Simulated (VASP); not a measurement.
# SiC (Moissanite 3C): exact exchange and RPA correlation, part 2 of 7

How do cheaper functionals compare with the RPA for SiC (Moissanite 3C), and at what cost? The scan starts from a database cell, scaled to the smallest volume of the series. The cell is of the zinc-blende type, one of the forms listed for this formula. The start is a cell from a database of measured crystal structures.

VASP 6.6.1, plane waves and PAW; the level of theory is named at each step.

So far. Step 3 (Exact exchange, volume ratio 0.94): The Hartree-Fock energy on these orbitals is -12.5420 eV an atom. Step 4 (Empty bands, volume ratio 0.94): WAVECAR now holds 592 bands for 8 electrons. Its independent-particle dielectric tensor has xx, yy, zz = 7.7, 7.7, 7.7 on this mesh, which isn't tested for convergence in mesh or bands and lacks local fields.

### 5. RPA correlation, volume ratio 0.94

This step: RPA correlation on PBE orbitals; plane waves and PAW (Si_GW, C_GW) (VASP 6.6.1).

The RPA correlation energy follows from the response function on imaginary frequencies; VASP computes it for a row of response cutoffs and extrapolates.

Input file INCAR:

```
SYSTEM = SiC
PREC = Accurate
ENCUT = 560
ISMEAR = 0
SIGMA = 0.05
LREAL = .FALSE.
GGA = PE
NBANDS = 592
ALGO = ACFDT
ENCUTGW = 200
NOMEGA = 12
PRECFOCK = Fast
LWAVE = .FALSE.
LCHARG = .FALSE.
```

Input file POSCAR:

```
SiC
1.0
    0.0000000000      2.1345181309      2.1345181309
    2.1345181309      0.0000000000      2.1345181309
    2.1345181309      2.1345181309      0.0000000000
Si C
1 1
Direct
    0.0000000000      0.0000000000      0.0000000000
    0.7500000000      0.7500000000      0.7500000000
```

Input file KPOINTS:

```
Automatic mesh
0
Gamma
6 6 6
0 0 0
```

The projector-augmented-wave data sets are Si_GW and C_GW (PBE family, release 64).

Run with:

```
$ mpirun -np 8 vasp_std
```

The program printed:

```text
[banner, memory and clock lines left out]
running    8 mpi-ranks, on    1 nodes
 distrk:  each k-point on    8 cores,    1 groups
 distr:  one band on    1 cores,    8 groups

 POSCAR found type information on POSCAR SiC
 POSCAR found :  2 types and       2 ions
 [... a notice as in an earlier step ...]

 LDA part: xc-table for (Slater+PW92), standard interpolation
 found WAVECAR, reading the header
 POSCAR, INCAR and KPOINTS ok, starting setup
 FFT: planning ... GRIDC
 FFT: planning ... GRID_SOFT
 FFT: planning ... GRID
 reading WAVECAR
 the WAVECAR file was read successfully
 initial charge from wavefunction
 available memory per node:     13.29 GB, setting MAXMEM to     13610

 The Fermi energy was updated, please check that it is located mid-gap
 values below the HOMO (VB) or above the LUMO (CB) will cause erroneous energies
 E-fermi :   9.1104

 the WAVEDER file was read successfully
 set NWRITE>2 for more details about minimax calculation
 number of imaginary grid points requested:      12
 number of distinct grids requested:  1
 quadrature errors minimized for energies in [ 0.129E+01, 0.561E+03 ]
 bosonic grid (T=0, re) determined with error: 0.1415E-06
 bosonic grid (re): 0.1415E-06
       0.3191       1.0452       2.0684       3.7116       6.5385
      11.5991      20.9282      38.6123      73.1949     143.7097
     299.6438     753.0696
energies w=
    0.000    0.319    0.000    1.045    0.000    2.068    0.000    3.712
    0.000    6.539    0.000   11.599    0.000   20.928    0.000   38.612
    0.000   73.195    0.000  143.710    0.000  299.644    0.000  753.070
 responsefunction array rank=     144
 LDA part: xc-table for (Slater+PW92), standard interpolation

 min. memory requirement per mpi rank    233.5 MB, per node   1868.3 MB

 allocating   2 responsefunctions rank=   144
 shmem allocating  12 responsefunctions rank=   144
 response function shared by NCSHMEM nodes    1
 Doing            2  frequencies on each core in blocks of           12
NQ=   1    0.0000    0.0000    0.0000,
|.........|.........|.........|.........
 performed       6096000 updates of chi_q(r,r)
 total number of BLAS operations        915.38 Gflops
NQ=   2    0.1667    0.0000    0.0000,
|.........|.........|.........|.........
 performed      12192000 updates of chi_q(r,r)
 total number of BLAS operations       1726.98 Gflops
NQ=   3    0.3333    0.0000    0.0000,
|.........|.........|.........|.........
 performed      18288000 updates of chi_q(r,r)
 total number of BLAS operations       2501.27 Gflops
NQ=   4    0.5000    0.0000    0.0000,
|.........|.........|.........|.........
 performed      24384000 updates of chi_q(r,r)
 total number of BLAS operations       3203.58 Gflops
NQ=   5    0.1667    0.1667    0.0000,
|.........|.........|.........|.........
 performed      30480000 updates of chi_q(r,r)
 total number of BLAS operations       4015.18 Gflops
NQ=   6    0.3333    0.1667    0.0000,
|.........|.........|.........|.........
 performed      36576000 updates of chi_q(r,r)
 total number of BLAS operations       4789.47 Gflops
NQ=   7    0.5000    0.1667    0.0000,
|.........|.........|.........|.........
 performed      42672000 updates of chi_q(r,r)
 total number of BLAS operations       5527.32 Gflops
NQ=   8   -0.3333    0.1667    0.0000,
|.........|.........|.........|.........
 performed      48768000 updates of chi_q(r,r)
 total number of BLAS operations       6326.39 Gflops
NQ=   9   -0.1667    0.1667    0.0000,
|.........|.........|.........|.........
 performed      54864000 updates of chi_q(r,r)
 total number of BLAS operations       7189.10 Gflops
NQ=  10    0.3333    0.3333    0.0000,
|.........|.........|.........|.........
 performed      60960000 updates of chi_q(r,r)
 total number of BLAS operations       8000.70 Gflops
NQ=  11    0.5000    0.3333    0.0000,
|.........|.........|.........|.........
 performed      67056000 updates of chi_q(r,r)
 total number of BLAS operations       8750.60 Gflops
NQ=  12   -0.3333    0.3333    0.0000,
|.........|.........|.........|.........
 performed      73152000 updates of chi_q(r,r)
 total number of BLAS operations       9476.51 Gflops
NQ=  13    0.5000    0.5000    0.0000,
|.........|.........|.........|.........
 performed      79248000 updates of chi_q(r,r)
 total number of BLAS operations      10132.78 Gflops
NQ=  14    0.5000    0.3333    0.1667,
|.........|.........|.........|.........
 performed      85344000 updates of chi_q(r,r)
 total number of BLAS operations      10882.68 Gflops
NQ=  15   -0.3333    0.3333    0.1667,
|.........|.........|.........|.........
 performed      91440000 updates of chi_q(r,r)
 total number of BLAS operations      11561.77 Gflops
NQ=  16   -0.3333    0.5000    0.1667,
|.........|.........|.........|.........
 performed      97536000 updates of chi_q(r,r)
 total number of BLAS operations      12311.67 Gflops
 entering main loop
```

The job ended after 88 s (8 MPI ranks of Intel Xeon Platinum 8124M at 3.00GHz (Skylake/Cascade Lake), shared host; peak memory 2.6 GiB).

From OUTCAR (step 5):

```text
   k-points           NKPTS =     16   k-points in BZ     NKDIM =    216   number of bands    NBANDS=    592

   NELECT =       8.0000    total number of electrons

 E-fermi :   9.1104

 Hartree contr. to MP2           -0.243639      0.000000

 Hartree contr. to MP2           -2.071016      0.000000

 Hartree contr. to MP2           -1.985316      0.000000

 Hartree contr. to MP2           -0.982222      0.000000

      cutoff energy     smooth cutoff   RPA   correlation   Hartree contr. to MP2

      cutoff energy     smooth cutoff   RPA   correlation   Hartree contr. to MP2
---------------------------------------------------------------------------------
            200.000           160.000      -12.2029728126      -19.2598544673
            190.476           152.381      -12.1366286972      -19.1876153277
            181.406           145.125      -12.0655412213      -19.1096479260
            172.768           138.214      -11.9892801882      -19.0253481986
            164.541           131.632      -11.9082925465      -18.9350362978
            156.705           125.364      -11.8211184659      -18.8369484268
            149.243           119.394      -11.7294713781      -18.7329015229
            142.136           113.709      -11.6311194476      -18.6201898587
  linear regression

  converged value                          -13.0560750415      -20.2166365007

[... 7 parts as in an earlier step ...]

[... 2 further parts left out ...]
```

Numbers from this step:

* RPA correlation energy: -13.06 eV

Extrapolated by the program to an infinite response cutoff, the correlation energy is -6.5280 eV an atom. With exact exchange the total is -19.0700 eV an atom.

### 6. Comparison: r2SCAN, volume ratio 0.94

This step: r2SCAN; plane waves and PAW (Si_GW, C_GW) (VASP 6.6.1).

For comparison the same cell is computed with r2SCAN.

Input file INCAR:

```
SYSTEM = SiC
PREC = Accurate
ENCUT = 560
EDIFF = 1E-06
NELM = 100
ISMEAR = 0
SIGMA = 0.05
LREAL = .FALSE.
ALGO = Normal
METAGGA = R2SCAN
LASPH = .TRUE.
NBANDS = 10
LWAVE = .FALSE.
LCHARG = .FALSE.
KPAR = 8
```

POSCAR is that of step 5.

KPOINTS is that of step 5.

Run with:

```
$ mpirun -np 8 vasp_std
```

The program printed:

```text
[banner, memory and clock lines left out]
running    8 mpi-ranks, on    1 nodes
 distrk:  each k-point on    1 cores,    8 groups
 distr:  one band on    1 cores,    1 groups

 POSCAR found type information on POSCAR SiC
 POSCAR found :  2 types and       2 ions
 [... a notice as in an earlier step ...]

|                                                                             |
|               ----> ADVICE to this user running VASP <----                  |
|                                                                             |
|     You enforced a specific xc type in the INCAR file but a different       |
|     [... a line on the potential file left out ...]
|     I HOPE YOU KNOW WHAT YOU ARE DOING!                                     |
|                                                                             |

 LDA part: xc-table for (None), standard interpolation
 POSCAR, INCAR and KPOINTS ok, starting setup
 FFT: planning ... GRIDC
 FFT: planning ... GRID_SOFT
 FFT: planning ... GRID
 WAVECAR not read
 entering main loop
       N       E                     dE             d eps       ncg     rms          rms(c)
DAV:   1    -0.115826429792E-01   -0.11583E-01   -0.52592E+03   400   0.883E+02
DAV:   2    -0.224178743428E+02   -0.22406E+02   -0.20638E+02   444   0.165E+02
DAV:   3    -0.229416226520E+02   -0.52375E+00   -0.52272E+00   394   0.186E+01
DAV:   4    -0.229503910329E+02   -0.87684E-02   -0.87634E-02   452   0.293E+00
DAV:   5    -0.229506672610E+02   -0.27623E-03   -0.27619E-03   414   0.383E-01    0.714E+00
DAV:   6    -0.192617624742E+02    0.36889E+01   -0.57622E+00   448   0.174E+01    0.243E+00
DAV:   7    -0.192652619040E+02   -0.34994E-02   -0.52750E-01   400   0.474E+00    0.118E+00
DAV:   8    -0.192740416010E+02   -0.87797E-02   -0.26982E-02   370   0.166E+00    0.897E-02
DAV:   9    -0.192740530629E+02   -0.11462E-04   -0.93472E-04   416   0.277E-01    0.407E-02
DAV:  10    -0.192740816673E+02   -0.28604E-04   -0.77720E-05   382   0.980E-02    0.654E-03
DAV:  11    -0.192740814884E+02    0.17893E-06   -0.37852E-06   436   0.164E-02
   1 F= -.19274081E+02 E0= -.19274081E+02  d E =-.228484E-11
```

Elapsed: 5.4 s, on 8 MPI ranks; peak memory 1.1 GiB; 38 s of CPU time.

Parts of OUTCAR (step 6):

```text
   NELECT =       8.0000    total number of electrons

 E-fermi :   8.5439

 k-point     1 :       0.0000    0.0000    0.0000
  band No.  band energies     occupation
      1      -8.3607      2.00000
      2       8.3262      2.00000
      3       8.3262      2.00000
      4       8.3262      2.00000
      5      15.9361      0.00000
      6      16.6413      0.00000
      7      16.6413      0.00000
      8      16.6413      0.00000
      9      23.9026      0.00000
    ...

  Total        1.8489404      1.8489404      1.8489404      0.0000000      0.0000000      0.0000000
  in kB      152.3014223    152.3014223    152.3014223      0.0000000      0.0000000      0.0000000
  external PRESSURE =     152.3014223 kB  Pullay stress =       0.0000000 kB

 POSITION                                       TOTAL-FORCE (eV/Angst)
 -----------------------------------------------------------------------------------
      0.00000      0.00000      0.00000         0.000000      0.000000      0.000000
      3.20178      3.20178      3.20178        -0.000000     -0.000000     -0.000000
 -----------------------------------------------------------------------------------
    total drift:                                0.000001      0.000001      0.000001

  FREE ENERGIE OF THE ION-ELECTRON SYSTEM (eV)
  ---------------------------------------------------
  free  energy   TOTEN  =       -19.2740814884 eV

  energy  without entropy=      -19.2740814884  energy(sigma->0) =      -19.27408149

[... 8 parts as in an earlier step ...]

[... 8 further parts left out ...]
```

The PAW data sets were made with PBE, which is usual practice but a small mismatch for other functionals.

Numbers from this step:

* free energy (TOTEN): -19.27 eV
* Fermi energy: 8.544 eV
* pressure: 15.23 GPa
* gap on the k-mesh: 1.681 eV
* least direct gap on the k-mesh: 5.136 eV

Its energy is -9.6370 eV an atom, on a zero of its own.

### 7. Orbitals for comparison: HSE06, volume ratio 0.94

This step: PBE; plane waves and PAW (Si_GW, C_GW) (VASP 6.6.1).

A hybrid converges faster from good orbitals, so a cheap PBE run writes WAVECAR first.

Input file INCAR:

```
SYSTEM = SiC
PREC = Accurate
ENCUT = 560
EDIFF = 1E-05
NELM = 100
ISMEAR = 0
SIGMA = 0.05
LREAL = .FALSE.
ALGO = Normal
GGA = PE
NBANDS = 10
LORBIT = 11
LWAVE = .TRUE.
LCHARG = .FALSE.
KPAR = 8
```

POSCAR is that of step 6.

KPOINTS is that of step 6.

Run with:

```
$ mpirun -np 8 vasp_std
```

The program printed:

```text
[banner, memory and clock lines left out]
running    8 mpi-ranks, on    1 nodes
 distrk:  each k-point on    1 cores,    8 groups
 distr:  one band on    1 cores,    1 groups

 POSCAR found type information on POSCAR SiC
 POSCAR found :  2 types and       2 ions
 [... a notice as in an earlier step ...]

 LDA part: xc-table for (Slater+PW92), standard interpolation
 POSCAR, INCAR and KPOINTS ok, starting setup
 FFT: planning ... GRIDC
 FFT: planning ... GRID_SOFT
 FFT: planning ... GRID
 WAVECAR not read
 entering main loop
       N       E                     dE             d eps       ncg     rms          rms(c)
[... 10 cycles as in an earlier step ...]
DAV:  11    -0.149639856850E+02   -0.63964E-06   -0.22549E-05   360   0.382E-02
   1 F= -.14963986E+02 E0= -.14963986E+02  d E =-.147751E-15
 writing wavefunctions
```

Run time: 1.8 s. Hardware: 8 MPI ranks; peak memory 1.1 GiB; 9.3 s of CPU time.

Parts of OUTCAR (step 7):

```text
   NELECT =       8.0000    total number of electrons

 E-fermi :   8.7309

 k-point     1 :       0.0000    0.0000    0.0000
  band No.  band energies     occupation
      1      -7.4403      2.00000
      2       8.4635      2.00000
      3       8.4635      2.00000
      4       8.4635      2.00000
      5      15.4224      0.00000
      6      16.2086      0.00000
      7      16.2086      0.00000
      8      16.2086      0.00000
      9      23.3248      0.00000
    ...

  Total        2.3264365      2.3264365      2.3264365      0.0000000      0.0000000      0.0000000
  in kB      191.6338607    191.6338607    191.6338607      0.0000000      0.0000000      0.0000000
  external PRESSURE =     191.6338607 kB  Pullay stress =       0.0000000 kB

  FREE ENERGIE OF THE ION-ELECTRON SYSTEM (eV)
  ---------------------------------------------------
  free  energy   TOTEN  =       -14.9639856850 eV

  energy  without entropy=      -14.9639856850  energy(sigma->0) =      -14.96398569

[... 9 parts as in an earlier step ...]

[... 9 further parts left out ...]
```

This step gave:

- free energy (TOTEN): -14.96 eV
- Fermi energy: 8.731 eV
- pressure: 19.16 GPa
- gap on the k-mesh: 1.293 eV
- least direct gap on the k-mesh: 4.603 eV

The run ends at a pressure of 19.16 GPa.

### 8. Comparison: HSE06, volume ratio 0.94

This step: HSE06; plane waves and PAW (Si_GW, C_GW) (VASP 6.6.1).

For comparison the same cell is computed with HSE06.

Input file INCAR:

```
SYSTEM = SiC
PREC = Accurate
ENCUT = 560
EDIFF = 1E-06
NELM = 100
ISMEAR = 0
SIGMA = 0.05
LREAL = .FALSE.
ALGO = Normal
LHFCALC = .TRUE.
AEXX = 0.25
GGA = PE
HFSCREEN = 0.2
LASPH = .TRUE.
NBANDS = 10
PRECFOCK = Fast
LWAVE = .FALSE.
LCHARG = .FALSE.
KPAR = 8
```

POSCAR is that of step 7.

KPOINTS is that of step 7.

The run starts from files that an earlier step left in the folder.

Run with:

```
$ mpirun -np 8 vasp_std
```

The program printed:

```text
[banner, memory and clock lines left out]
running    8 mpi-ranks, on    1 nodes
 distrk:  each k-point on    1 cores,    8 groups
 distr:  one band on    1 cores,    1 groups

 POSCAR found type information on POSCAR SiC
 POSCAR found :  2 types and       2 ions
 [... a notice as in an earlier step ...]

 LDA part: xc-table for (Slater+PW92), standard interpolation
 found WAVECAR, reading the header
 POSCAR, INCAR and KPOINTS ok, starting setup
 FFT: planning ... GRIDC
 FFT: planning ... GRID_SOFT
 FFT: planning ... GRID
 reading WAVECAR
 the WAVECAR file was read successfully
 initial charge from wavefunction
 entering main loop
       N       E                     dE             d eps       ncg     rms          rms(c)
DAV:   1    -0.173880555821E+02   -0.17388E+02   -0.28545E-01   414   0.609E+00    0.247E-01
DAV:   2    -0.173893499002E+02   -0.12943E-02   -0.36218E-03   368   0.473E-01    0.166E-01
DAV:   3    -0.173889319099E+02    0.41799E-03   -0.26239E-04   486   0.144E-01    0.100E-01
DAV:   4    -0.173887843740E+02    0.14754E-03   -0.63226E-05   438   0.811E-02    0.594E-02
DAV:   5    -0.173887360887E+02    0.48285E-04   -0.19213E-05   446   0.500E-02    0.350E-02
DAV:   6    -0.173887206320E+02    0.15457E-04   -0.56575E-06   456   0.294E-02    0.206E-02
DAV:   7    -0.173887154516E+02    0.51805E-05   -0.16119E-06   258   0.170E-02    0.121E-02
DAV:   8    -0.173887135360E+02    0.19155E-05   -0.67362E-07   186   0.937E-03    0.711E-03
DAV:   9    -0.173887130247E+02    0.51132E-06   -0.35088E-07   174   0.636E-03
   1 F= -.17388713E+02 E0= -.17388713E+02  d E =-.201547E-13
```

Wall time 23 s (8 MPI ranks); peak memory 1.8 GiB; 3 min of CPU time.

Parts of OUTCAR (step 8):

```text
   k-points           NKPTS =     16   k-points in BZ     NKDIM =    216   number of bands    NBANDS=     10

   NELECT =       8.0000    total number of electrons

 E-fermi :   8.0524

 k-point     1 :       0.0000    0.0000    0.0000
  band No.  band energies     occupation
      1      -9.6904      2.00000
      2       7.8090      2.00000
      3       7.8090      2.00000
      4       7.8090      2.00000
      5      16.1421      0.00000
      6      16.8976      0.00000
      7      16.8976      0.00000
      8      16.8976      0.00000
      9      24.2873      0.00000
    ...

 POSITION                                       TOTAL-FORCE (eV/Angst)
 -----------------------------------------------------------------------------------
      0.00000      0.00000      0.00000        -0.000000     -0.000000     -0.000000
      3.20178      3.20178      3.20178         0.000000      0.000000      0.000000
 -----------------------------------------------------------------------------------
    total drift:                               -0.000001      0.000000     -0.000000

  FREE ENERGIE OF THE ION-ELECTRON SYSTEM (eV)
  ---------------------------------------------------
  free  energy   TOTEN  =       -17.3887130247 eV

  energy  without entropy=      -17.3887130247  energy(sigma->0) =      -17.38871302

[... 8 parts as in an earlier step ...]

[... 8 further parts left out ...]
```

Numbers from this step:

| Item | Value |
| --- | --- |
| free energy (TOTEN) | -17.39 eV |
| Fermi energy | 8.052 eV |
| gap on the k-mesh | 2.213 eV |
| least direct gap on the k-mesh | 5.836 eV |

Its energy is -8.6944 eV an atom, on a zero of its own.

[end of part 2 of 7]

[Lines on the potential files, build, host, timing and source positions are cut from VASP's logs without a mark.]

[Logs are printed without paths, hosts, clocks, repeated set-up lines and the standing remarks that a program may print on its own settings, such as how far it seeks lower states.]

[Hosts, paths, dates, database ids (printed as entryN), source tags and the programs' standing remarks are cut or masked in the printed files.]

[Pressures printed for these runs are not shown converged in the cutoff: they can be off by several GPa and have the wrong sign.]
